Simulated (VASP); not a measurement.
# Sb2Pd with PBEsol: from relaxation to properties, part 3 of 6

Aim: relax Sb2Pd with PBEsol, compute its properties on that cell and hold them against experiment. The start is a cell from a database of measured crystal structures.

VASP 6.6.1, plane waves and PAW; the level of theory is named at each step.

So far. Step 2 (Relaxing cell and atoms (PBEsol)): It ends with a largest force of 0.002 eV/Å and a pressure of -0.01 GPa. The volume lies +0.2 % from that of the database's start. Step 3 (Density, ELF and potential (PBEsol)): In this run the pressure is 0.00 GPa, small enough to go on.

## (4) Band structure (PBEsol)

Level of this step: PBEsol; plane waves and PAW (Sb, Pd) (VASP).

Levels along the symmetry lines show where the bands peak and cross; KPOINTS_OPT computes them in the converged potential.

INCAR

```
SYSTEM = Sb2Pd
PREC = Accurate
ENCUT = 400
EDIFF = 1E-06
NELM = 100
ISMEAR = 0
SIGMA = 0.05
LREAL = .FALSE.
ALGO = Normal
GGA = PS
NBANDS = 68
LASPH = .TRUE.
LORBIT = 11
LWAVE = .FALSE.
LCHARG = .FALSE.
KPAR = 8
```

POSCAR

```
Sb2Pd
1.0
    6.4621170971      0.0000000000      0.0000000000
    0.0000000000      6.4621170971      0.0000000000
    0.0000000000      0.0000000000      6.4621170971
Sb Pd
8 4
Direct
    0.3722996310      0.3722996310      0.3722996310
    0.1277003690      0.6277003690      0.8722996310
    0.8722996310      0.1277003690      0.6277003690
    0.6277003690      0.8722996310      0.1277003690
    0.6277003690      0.6277003690      0.6277003690
    0.8722996310      0.3722996310      0.1277003690
    0.1277003690      0.8722996310      0.3722996310
    0.3722996310      0.1277003690      0.8722996310
    0.0000000000      0.0000000000      0.0000000000
    0.5000000000      0.0000000000      0.5000000000
    0.5000000000      0.5000000000      0.0000000000
    0.0000000000      0.5000000000      0.5000000000
```

KPOINTS

```
Automatic mesh
0
Gamma
4 4 4
0 0 0
```

KPOINTS_OPT

```
Line mode
12
Line-mode
Reciprocal
  0.00000000   0.00000000   0.00000000 GAMMA
  0.00000000   0.50000000   0.00000000 X

  0.00000000   0.50000000   0.00000000 X
  0.50000000   0.50000000   0.00000000 M

  0.50000000   0.50000000   0.00000000 M
  0.00000000   0.00000000   0.00000000 GAMMA

  0.00000000   0.00000000   0.00000000 GAMMA
  0.50000000   0.50000000   0.50000000 R

  0.50000000   0.50000000   0.50000000 R
  0.00000000   0.50000000   0.00000000 X

  0.50000000   0.50000000   0.00000000 M
  0.50000000   0.50000000   0.50000000 R
```

PAW data sets: Sb and Pd (PBE family, release 64).

Launch:

```sh
$ mpirun -np 8 vasp_std
```

The log of the run:

```text
[banner, memory and clock lines left out]
running    8 mpi-ranks, on    1 nodes
 distrk:  each k-point on    1 cores,    8 groups
 distr:  one band on    1 cores,    1 groups

 POSCAR found type information on POSCAR SbPd
 POSCAR found :  2 types and      12 ions
 [... a notice as in an earlier step ...]

 [... a notice as in an earlier step ...]

 LDA part: xc-table for (Slater+PW92), standard interpolation
 POSCAR, INCAR and KPOINTS ok, starting setup
 FFT: planning ... GRIDC
 FFT: planning ... GRID_SOFT
 FFT: planning ... GRID
 WAVECAR not read
 entering main loop
       N       E                     dE             d eps       ncg     rms          rms(c)
DAV:   1     0.356258672393E+03    0.35626E+03   -0.25780E+04  1504   0.811E+02
DAV:   2    -0.463201452236E+02   -0.40258E+03   -0.37697E+03  1716   0.186E+02
DAV:   3    -0.664441349385E+02   -0.20124E+02   -0.19638E+02  1736   0.436E+01
DAV:   4    -0.666773750634E+02   -0.23324E+00   -0.23286E+00  1724   0.511E+00
DAV:   5    -0.666822001810E+02   -0.48251E-02   -0.48249E-02  1672   0.761E-01    0.150E+01
DAV:   6    -0.658113702086E+02    0.87083E+00   -0.61379E+00  1656   0.150E+01    0.713E+00
DAV:   7    -0.651561372699E+02    0.65523E+00   -0.16258E+00  1564   0.852E+00    0.488E+00
DAV:   8    -0.650382299259E+02    0.11791E+00   -0.30942E-01  1652   0.174E+00    0.778E-01
DAV:   9    -0.650252268818E+02    0.13003E-01   -0.29487E-02  1572   0.100E+00    0.241E-01
DAV:  10    -0.650253027884E+02   -0.75907E-04   -0.42245E-03  1664   0.223E-01    0.107E-01
DAV:  11    -0.650252987457E+02    0.40427E-05   -0.30585E-04  1680   0.107E-01    0.501E-02
DAV:  12    -0.650252804741E+02    0.18272E-04   -0.64285E-05  1632   0.465E-02    0.291E-02
DAV:  13    -0.650252789717E+02    0.15024E-05   -0.51407E-06  1572   0.619E-03    0.253E-03
DAV:  14    -0.650252790680E+02   -0.96239E-07   -0.39483E-07   820   0.307E-03
   1 F= -.65025279E+02 E0= -.65023609E+02  d E =-.333955E-02
 Start KPOINTS_OPT (optional k-point list driver)
k-point batch [1-11\72]
       N       E                     dE             ncg
DAV:   1     0.831111236042E+04    0.28239E+04     1496
DAV:   2     0.385430862442E+04   -0.44568E+04     1700
DAV:   3     0.364106989745E+04   -0.21324E+03     1804
DAV:   4     0.363839856336E+04   -0.26713E+01     1720
DAV:   5     0.363832776977E+04   -0.70794E-01     1768
DAV:   6     0.363832471327E+04   -0.30565E-02     1716
DAV:   7     0.363832454844E+04   -0.16483E-03     1792
DAV:   8     0.363832453954E+04   -0.88986E-05     1592
DAV:   9     0.363832453908E+04   -0.45722E-06     1128
[...]
k-point batch [67-72\72]
       N       E                     dE             ncg
DAV:   1     0.121772321414E+05   -0.52194E+04      816
DAV:   2     0.975603308333E+04   -0.24212E+04      940
DAV:   3     0.963575912223E+04   -0.12027E+03      908
DAV:   4     0.963430397471E+04   -0.14551E+01     1008
DAV:   5     0.963426639875E+04   -0.37576E-01      956
DAV:   6     0.963426476764E+04   -0.16311E-02      952
DAV:   7     0.963426468367E+04   -0.83979E-04      976
DAV:   8     0.963426467919E+04   -0.44769E-05      892
DAV:   9     0.963426467895E+04   -0.24334E-06      636
```

Elapsed: 1.9 min, on 8 MPI ranks of Intel Xeon Platinum 8259CL at 2.50GHz (Skylake/Cascade Lake), shared host; peak memory 3.3 GiB; 14 min of CPU time.

OUTCAR, selected parts (step 4):

```text
 Found     11 irreducible k-points:

   k-points           NKPTS =     11   k-points in BZ     NKDIM =     11   number of bands    NBANDS=     68

   NELECT =      80.0000    total number of electrons

 E-fermi :   8.7124

 k-point     2 :       0.2500    0.0000    0.0000
  band No.  band energies     occupation
    ...
     37       7.4044      2.00000
     38       7.9186      2.00000
     39       7.9646      2.00000
     40       8.5930      1.99927
     41       8.6894      1.48566
     42       8.7621      0.15983
     43       9.0883      0.00000
     44       9.7382      0.00000
     45      11.2608      0.00000
     46      11.6614      0.00000
    ...

 k-point     3 :       0.5000    0.0000    0.0000
  band No.  band energies     occupation
    ...
     36       7.0291      2.00000
     37       7.4619      2.00000
     38       7.4619      2.00000
     39       8.1246      2.00000
     40       8.1246      2.00000
     41       9.2340      0.00000
     42       9.2340      0.00000
     43      10.0373      0.00000
     44      10.0373      0.00000
     45      10.8585      0.00000
    ...

  Total        0.0100579      0.0100579      0.0100579     -0.0000000     -0.0000000      0.0000000
  in kB        0.0597164      0.0597164      0.0597164     -0.0000000     -0.0000000      0.0000000
  external PRESSURE =       0.0597164 kB  Pullay stress =       0.0000000 kB

 POSITION                                       TOTAL-FORCE (eV/Angst)
 -----------------------------------------------------------------------------------
      2.40584      2.40584      2.40584        -0.001189     -0.001189     -0.001189
      0.82521      4.05627      5.63690         0.001189      0.001189     -0.001189
      5.63690      0.82521      4.05627        -0.001189      0.001189      0.001189
      4.05627      5.63690      0.82521         0.001189     -0.001189      0.001189
      4.05627      4.05627      4.05627         0.001189      0.001189      0.001189
      5.63690      2.40584      0.82521        -0.001189     -0.001189      0.001189
      0.82521      5.63690      2.40584         0.001189     -0.001189     -0.001189
      2.40584      0.82521      5.63690        -0.001189      0.001189     -0.001189
      0.00000      0.00000      0.00000        -0.000000      0.000000     -0.000000
      3.23106      0.00000      3.23106        -0.000000      0.000000     -0.000000
      3.23106      3.23106      0.00000        -0.000000      0.000000     -0.000000
      0.00000      3.23106      3.23106        -0.000000      0.000000     -0.000000
 -----------------------------------------------------------------------------------
    total drift:                               -0.000000     -0.000000     -0.000000

  FREE ENERGIE OF THE ION-ELECTRON SYSTEM (eV)
  ---------------------------------------------------
  free  energy   TOTEN  =       -65.0252790680 eV

  energy  without entropy=      -65.0219395130  energy(sigma->0) =      -65.02360929

 total charge
# of ion       s       p       d       tot
------------------------------------------
    1        1.174   1.178   0.052   2.404
    2        1.174   1.178   0.052   2.404
    3        1.174   1.178   0.052   2.404
    4        1.174   1.178   0.052   2.404
    5        1.174   1.178   0.052   2.404
    6        1.174   1.178   0.052   2.404
    7        1.174   1.178   0.052   2.404
    8        1.174   1.178   0.052   2.404
    9        0.509   0.617   8.522   9.649
   10        0.509   0.617   8.522   9.649
   11        0.509   0.617   8.522   9.649
   12        0.509   0.617   8.522   9.649
--------------------------------------------------
tot         11.430  11.892  34.508  57.829

[... 11 parts as in an earlier step ...]

[... 2 further parts left out ...]
```

Spin-orbit coupling is off here; with elements this heavy it splits and shifts levels by tenths of an eV or more.

This step gave:

| Quantity | Value |
| --- | --- |
| bands | 68 |
| pressure | 0.005972 GPa |

The electronic bands at the labelled points (eV, zero at the Fermi level; # counts the bands kept):

| point | #33 | #34 | #35 | #36 | #37 | #38 | #39 | #40 |
| --- | --- | --- | --- | --- | --- | --- | --- | --- |
| Γ | -1.17 | -0.50 | -0.50 | -0.50 | -0.21 | -0.21 | -0.21 | 0.90 |
| 0.45 of the way | -1.42 | -0.79 | -0.67 | -0.18 | -0.11 | 0.01 | 0.39 | 0.99 |
| X | -1.25 | -1.25 | -0.59 | -0.59 | 0.52 | 0.52 | 1.32 | 1.32 |
| 0.55 of the way | -0.59 | -0.59 | -0.34 | -0.34 | 0.77 | 0.77 | 1.11 | 1.11 |
| M | -0.65 | -0.65 | -0.65 | -0.65 | 1.55 | 1.55 | 1.55 | 1.55 |
| 0.55 of the way | -1.32 | -1.05 | -0.49 | 0.06 | 0.12 | 0.51 | 0.52 | 1.44 |
| Γ | -1.17 | -0.50 | -0.50 | -0.50 | -0.21 | -0.21 | -0.21 | 0.90 |
| 0.45 of the way | -1.65 | -0.85 | -0.43 | -0.43 | 0.51 | 1.11 | 1.11 | 1.57 |
| R | -0.41 | -0.41 | -0.41 | -0.41 | -0.30 | -0.30 | -0.30 | -0.30 |
| 0.45 of the way | -1.04 | -1.04 | -0.68 | -0.68 | 0.83 | 0.83 | 1.39 | 1.39 |
| X | -1.25 | -1.25 | -0.59 | -0.59 | 0.52 | 0.52 | 1.32 | 1.32 |
| jump to M | -0.65 | -0.65 | -0.65 | -0.65 | 1.55 | 1.55 | 1.55 | 1.55 |
| 0.45 of the way | -0.65 | -0.65 | -0.65 | -0.65 | 0.79 | 0.79 | 0.79 | 0.79 |
| R | -0.41 | -0.41 | -0.41 | -0.41 | -0.30 | -0.30 | -0.30 | -0.30 |

Of the projections kept (Sb, Pd), the largest for each band there; the rest of the weight can lie on other orbitals:

| point | #33 | #34 | #35 | #36 | #37 | #38 | #39 | #40 |
| --- | --- | --- | --- | --- | --- | --- | --- | --- |
| Γ | Sb 0.81 | Pd 0.72 | Pd 0.72 | Pd 0.72 | Sb 0.73 | Sb 0.73 | Sb 0.73 | Sb 0.98 |
| X | Pd 0.58 | Pd 0.58 | Sb 0.60 | Sb 0.60 | Pd 0.53 | Pd 0.53 | Sb 0.64 | Sb 0.64 |
| M | Sb 0.54 | Sb 0.54 | Sb 0.54 | Sb 0.54 | Sb 0.63 | Sb 0.63 | Sb 0.63 | Sb 0.63 |
| Γ | Sb 0.81 | Pd 0.72 | Pd 0.72 | Pd 0.72 | Sb 0.73 | Sb 0.73 | Sb 0.73 | Sb 0.98 |
| R | Sb 0.71 | Sb 0.71 | Sb 0.71 | Sb 0.71 | Pd 0.66 | Pd 0.66 | Pd 0.66 | Pd 0.66 |
| X | Pd 0.58 | Pd 0.58 | Sb 0.60 | Sb 0.60 | Pd 0.53 | Pd 0.53 | Sb 0.64 | Sb 0.64 |

There is no gap at this level.

## (5) Total and projected DOS (PBEsol)

A density of states needs more k-points than a total energy; ISMEAR = -5 takes tetrahedra, and LORBIT projects the states on the PAW spheres. The mesh is finer than in the run before.

Changes to INCAR since step 4:

```diff
@@ -5,3 +5,3 @@
 NELM = 100
-ISMEAR = 0
+ISMEAR = -5
 SIGMA = 0.05
@@ -16 +16,2 @@
 KPAR = 8
+NEDOS = 2001
```

POSCAR is that of step 4.

KPOINTS

```
Automatic mesh
0
Gamma
6 6 6
0 0 0
```

Launch:

```sh
$ mpirun -np 8 vasp_std
```

The log of the run:

```text
[... set-up lines as in an earlier step ...]
 entering main loop
       N       E                     dE             d eps       ncg     rms          rms(c)
DAV:   1     0.363563011985E+03    0.36356E+03   -0.25973E+04  3264   0.814E+02
DAV:   2    -0.457769853949E+02   -0.40934E+03   -0.38288E+03  3732   0.188E+02
DAV:   3    -0.663728422263E+02   -0.20596E+02   -0.20129E+02  3804   0.442E+01
DAV:   4    -0.666112514743E+02   -0.23841E+00   -0.23821E+00  3764   0.521E+00
DAV:   5    -0.666163868393E+02   -0.51354E-02   -0.51352E-02  3680   0.787E-01    0.151E+01
DAV:   6    -0.657493512580E+02    0.86704E+00   -0.65609E+00  3556   0.156E+01    0.718E+00
DAV:   7    -0.650378861287E+02    0.71147E+00   -0.17322E+00  3492   0.882E+00    0.486E+00
DAV:   8    -0.649171445654E+02    0.12074E+00   -0.31144E-01  3596   0.177E+00    0.815E-01
DAV:   9    -0.649078398996E+02    0.93047E-02   -0.29511E-02  3448   0.101E+00    0.231E-01
DAV:  10    -0.649076141979E+02    0.22570E-03   -0.42257E-03  3632   0.231E-01    0.107E-01
DAV:  11    -0.649079293514E+02   -0.31515E-03   -0.24280E-04  3704   0.939E-02    0.507E-02
DAV:  12    -0.649077764209E+02    0.15293E-03   -0.53582E-05  3512   0.432E-02    0.250E-02
DAV:  13    -0.649077877294E+02   -0.11308E-04   -0.43033E-06  3440   0.669E-03    0.220E-03
DAV:  14    -0.649077934830E+02   -0.57536E-05   -0.26611E-07  1836   0.219E-03    0.141E-03
DAV:  15    -0.649077877912E+02    0.56918E-05   -0.11260E-07  1816   0.186E-03    0.291E-04
DAV:  16    -0.649077887629E+02   -0.97174E-06   -0.15037E-08  1800   0.505E-04
   1 F= -.64907789E+02 E0= -.64907789E+02  d E =0.000000E+00
 -----------------------------------------------------------------------------
|                                                                             |
|           W    W    AA    RRRRR   N    N  II  N    N   GGGG   !!!           |
|           W    W   A  A   R    R  NN   N  II  NN   N  G    G  !!!           |
|           W    W  A    A  R    R  N N  N  II  N N  N  G       !!!           |
|           W WW W  AAAAAA  RRRRR   N  N N  II  N  N N  G  GGG   !            |
|           WW  WW  A    A  R   R   N   NN  II  N   NN  G    G                |
|           W    W  A    A  R    R  N    N  II  N    N   GGGG   !!!           |
|                                                                             |
|     Tetrahedron method does not include variations of the Fermi             |
|     occupations, so forces and stress will be inaccurate. We suggest        |
|     using a different smearing scheme ISMEAR = 1 or 2 for metals in         |
|     relaxations.                                                            |
|                                                                             |
 -----------------------------------------------------------------------------
```

It took 47 s on 8 MPI ranks; peak memory 3.4 GiB; 6.1 min of CPU time.

Parts of OUTCAR (step 5):

```text
   k-points           NKPTS =     24   k-points in BZ     NKDIM =     24   number of bands    NBANDS=     68

   NELECT =      80.0000    total number of electrons

 E-fermi :   8.6988

 k-point     1 :       0.0000    0.0000    0.0000
  band No.  band energies     occupation
    ...
     39       8.1973      2.00000
     40       8.1973      2.00000
     41       8.5041      2.01867
     42       8.5041      1.98917
     43       8.5041      0.52930
     44       9.6110      0.00000
     45      11.3884      0.00000
     46      11.3884      0.00000
     47      11.3884      0.00000
     48      12.9583      0.00000
    ...

  Total       -0.3165455     -0.3165455     -0.3165455     -0.0000000      0.0000000     -0.0000000
  in kB       -1.8794133     -1.8794133     -1.8794133     -0.0000000      0.0000000     -0.0000000
  external PRESSURE =      -1.8794133 kB  Pullay stress =       0.0000000 kB

 POSITION                                       TOTAL-FORCE (eV/Angst)
 -----------------------------------------------------------------------------------
      2.40584      2.40584      2.40584         0.014549      0.014549      0.014549
      0.82521      4.05627      5.63690        -0.014549     -0.014549      0.014549
      5.63690      0.82521      4.05627         0.014549     -0.014549     -0.014549
      4.05627      5.63690      0.82521        -0.014549      0.014549     -0.014549
      4.05627      4.05627      4.05627        -0.014549     -0.014549     -0.014549
      5.63690      2.40584      0.82521         0.014549      0.014549     -0.014549
      0.82521      5.63690      2.40584        -0.014549      0.014549      0.014549
      2.40584      0.82521      5.63690         0.014549     -0.014549      0.014549
      0.00000      0.00000      0.00000         0.000000     -0.000000      0.000000
      3.23106      0.00000      3.23106         0.000000     -0.000000      0.000000
      3.23106      3.23106      0.00000         0.000000     -0.000000      0.000000
      0.00000      3.23106      3.23106         0.000000     -0.000000      0.000000
 -----------------------------------------------------------------------------------
    total drift:                               -0.000000     -0.000000     -0.000000

  FREE ENERGIE OF THE ION-ELECTRON SYSTEM (eV)
  ---------------------------------------------------
  free  energy   TOTEN  =       -64.9077887629 eV

  energy  without entropy=      -64.9077887629  energy(sigma->0) =      -64.90778876

[... 7 parts as in an earlier step ...]

[... 9 further parts left out ...]
```

With tetrahedra the forces and stress of a metal are not exact derivatives of the energy.

This step gave:

| Property | Result |
| --- | --- |
| SCF cycles | 16 |
| irreducible k-points | 24 |
| free energy (TOTEN) | -64.9078 eV |
| Fermi energy | 8.699 eV |
| pressure | -0.1879 GPa |
| DOS at the Fermi level | 3.251 states/eV/cell |

The density of states has structure finer than the step of the table below, so its rows give means over 0.5 eV, whole bins alone (the curve runs from -12.0 to 2.77 eV). Peaks (eV: height): total -5.28: 23.3, -4.78: 30.9, -3.56: 34.6, -3.27: 49.5; Pd d -4.78: 17.2, -3.56: 27.3, -3.27: 41.5, -3.05: 8.47; Sb p -5.28: 4.55, -4.78: 4.52, -1.47: 3.15, -0.54: 4.02; Pd p -8.80: 0.668, -1.47: 0.896, -1.04: 0.951, -0.54: 1.47; Sb s -9.96: 4.46, -8.80: 10.5, -8.59: 6.23.

States under -12.0 eV and over 2.8 eV are left out. Table of density of states by energy, zero at the Fermi level; means over each step; values in states/eV/cell:

| energy (eV) | total | Pd d | Sb p | Pd p | Sb s | Pd s |
| --- | --- | --- | --- | --- | --- | --- |
| -11.5 | 1.83 | 0.00671 | 0.0225 | 0.0236 | 0.847 | 0.123 |
| -11.0 | 2.94 | 0.0274 | 0.0496 | 0.0591 | 1.40 | 0.148 |
| -10.5 | 4.49 | 0.0960 | 0.0847 | 0.119 | 2.25 | 0.123 |
| -10.0 | 5.86 | 0.302 | 0.104 | 0.131 | 3.08 | 0.0648 |
| -9.5 | 0.124 | 0.00944 | 0.00319 | 9.8e-4 | 0.0585 | 0.00825 |
| -9.0 | 7.57 | 0.567 | 0.136 | 0.194 | 3.90 | 0.252 |
| -8.5 | 6.97 | 0.604 | 0.105 | 0.200 | 3.75 | 0.136 |
| -8.0 | 1.05 | 0.0784 | 0.0224 | 0.0328 | 0.578 | 0.0248 |
| -7.5 | 0.260 | 0.0126 | 0.00450 | 0.0110 | 0.152 | 0.00376 |
| -7.0 | 0.00235 | 4.2e-5 | 0 | 9.8e-5 | 0.00144 | 1.0e-5 |
| -6.5 | 0 | 0 | 0 | 0 | 0 | 0 |
| -6.0 | 0 | 0 | 0 | 0 | 0 | 0 |
| -5.5 | 7.13 | 2.13 | 1.41 | 0.132 | 0.106 | 0.377 |
| -5.0 | 13.8 | 6.14 | 2.32 | 0.197 | 0.163 | 0.531 |
| -4.5 | 13.0 | 7.92 | 1.70 | 0.139 | 0.0976 | 0.302 |
| -4.0 | 14.1 | 8.76 | 1.37 | 0.244 | 0.269 | 0.334 |
| -3.5 | 28.9 | 23.2 | 1.01 | 0.184 | 0.309 | 0.378 |
| -3.0 | 10.8 | 7.60 | 0.708 | 0.246 | 0.229 | 0.303 |
| -2.5 | 9.55 | 4.39 | 1.51 | 0.415 | 0.284 | 0.315 |
| -2.0 | 7.31 | 2.57 | 1.52 | 0.450 | 0.199 | 0.129 |
| -1.5 | 7.96 | 1.62 | 2.16 | 0.600 | 0.237 | 0.188 |
| -1.0 | 6.58 | 0.918 | 1.95 | 0.643 | 0.185 | 0.136 |
| -0.5 | 6.60 | 0.731 | 2.09 | 0.756 | 0.151 | 0.0710 |
| 0.0 | 3.08 | 0.484 | 0.905 | 0.318 | 0.120 | 0.0412 |
| 0.5 | 5.19 | 1.27 | 1.28 | 0.251 | 0.365 | 0.0785 |
| 1.0 | 5.08 | 1.14 | 1.31 | 0.213 | 0.371 | 0.0722 |
| 1.5 | 4.68 | 0.920 | 1.31 | 0.163 | 0.259 | 0.0558 |
| 2.0 | 6.39 | 1.26 | 1.95 | 0.192 | 0.284 | 0.0883 |
| 2.5 | 5.52 | 1.06 | 1.74 | 0.122 | 0.179 | 0.0627 |

The finer mesh and the other smearing move the Fermi level by -0.01 eV from the 4×4×4 run, a small shift, which tests the Fermi level alone. Of the states within 0.3 eV of the Fermi level, the largest shares in the PAW spheres are Sb p 29 %, Pd d 16 % and Pd p 10 %. The rest lies in smaller channels or between the spheres.

[end of part 3 of 6]

[Lines on the potential files, build, host, timing and source positions are cut from VASP's logs without a mark.]

[Logs are printed without paths, hosts, clocks, repeated set-up lines and the standing remarks that a program may print on its own settings, such as how far it seeks lower states.]

[Hosts, paths, dates, database ids (printed as entryN), source tags and the programs' standing remarks are cut or masked in the printed files.]

[A measured line is paired with the nearest computed mode of its activity, which favours agreement.]
